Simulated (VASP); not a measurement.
OSZICAR of a VASP run on PbSe (rock salt):

OSZICAR:
```
       N       E                     dE             d eps       ncg     rms          rms(c)
DAV:   1     0.158727685158E+03    0.15873E+03   -0.95370E+03   560   0.144E+03
DAV:   2     0.393289077794E+01   -0.15479E+03   -0.15168E+03   590   0.350E+02
DAV:   3    -0.829467909975E+01   -0.12228E+02   -0.12110E+02   740   0.105E+02
DAV:   4    -0.855917764593E+01   -0.26450E+00   -0.26441E+00   602   0.187E+01
DAV:   5    -0.856903071144E+01   -0.98531E-02   -0.98530E-02   780   0.358E+00    0.283E+00
DAV:   6    -0.824926999915E+01    0.31976E+00   -0.86416E-01   816   0.881E+00    0.160E+00
DAV:   7    -0.824397506340E+01    0.52949E-02   -0.13537E-01   624   0.247E+00    0.875E-01
DAV:   8    -0.824666474884E+01   -0.26897E-02   -0.13152E-02   614   0.141E+00    0.151E-01
DAV:   9    -0.824623717005E+01    0.42758E-03   -0.25035E-03   832   0.546E-01    0.579E-02
DAV:  10    -0.824630599665E+01   -0.68827E-04   -0.19995E-04   596   0.903E-02    0.209E-02
DAV:  11    -0.824630628108E+01   -0.28443E-06   -0.43594E-05   744   0.737E-02    0.237E-03
DAV:  12    -0.824630677357E+01   -0.49249E-06   -0.33699E-06   692   0.182E-02
   1 F= -.82463068E+01 E0= -.82463068E+01  d E =-.824631E+01
       N       E                     dE             d eps       ncg     rms          rms(c)
DAV:   1    -0.892146314859E+01   -0.67516E+00   -0.22600E+01   686   0.925E+01    0.427E+00
DAV:   2    -0.836328533766E+01    0.55818E+00   -0.11582E+00   686   0.192E+01    0.162E+00
DAV:   3    -0.826263572392E+01    0.10065E+00   -0.45304E-01   686   0.115E+01    0.282E-01
DAV:   4    -0.826317611730E+01   -0.54039E-03   -0.97149E-03   566   0.111E+00    0.127E-01
DAV:   5    -0.826322806712E+01   -0.51950E-04   -0.25314E-03   662   0.728E-01    0.565E-02
DAV:   6    -0.826315340869E+01    0.74658E-04   -0.38911E-04   716   0.381E-01    0.971E-03
DAV:   7    -0.826315415036E+01   -0.74167E-06   -0.71188E-06   614   0.320E-02
   2 F= -.82631542E+01 E0= -.82631542E+01  d E =-.168474E-01
       N       E                     dE             d eps       ncg     rms          rms(c)
DAV:   1    -0.830989667028E+01   -0.46743E-01   -0.14107E+00   686   0.211E+01    0.113E+00
DAV:   2    -0.827135018161E+01    0.38546E-01   -0.79389E-02   686   0.519E+00    0.411E-01
DAV:   3    -0.826514754956E+01    0.62026E-02   -0.28198E-02   686   0.288E+00    0.800E-02
DAV:   4    -0.826522955940E+01   -0.82010E-04   -0.63584E-04   560   0.256E-01    0.299E-02
DAV:   5    -0.826523912195E+01   -0.95626E-05   -0.76946E-05   714   0.121E-01    0.159E-02
DAV:   6    -0.826524180589E+01   -0.26839E-05   -0.68380E-06   602   0.373E-02    0.230E-03
DAV:   7    -0.826524089957E+01    0.90633E-06   -0.52271E-07   286   0.861E-03
   3 F= -.82652409E+01 E0= -.82652409E+01  d E =-.189341E-01
```

Problem. Which electronic solver shows in the log?

Solution. It is blocked Davidson (ALGO = Normal, or the opening steps of other solvers). The INCAR had ALGO = Normal.

Problem. Can the final energy be trusted as converged?

Solution. The run converged. It stopped with EDIFF = 1E-6, NELM = 100, NSW = 60 and EDIFFG = -0.01 after 3 ionic steps (PW91 GGA, plane waves, VASP's PBE PAW potentials (set 64)). Energy and stress use the plane-wave basis of the starting cell.

The compound is PbSe in the rock salt structure. This run relaxes it. Symmetry was kept, so distortions that lower it aren't found.
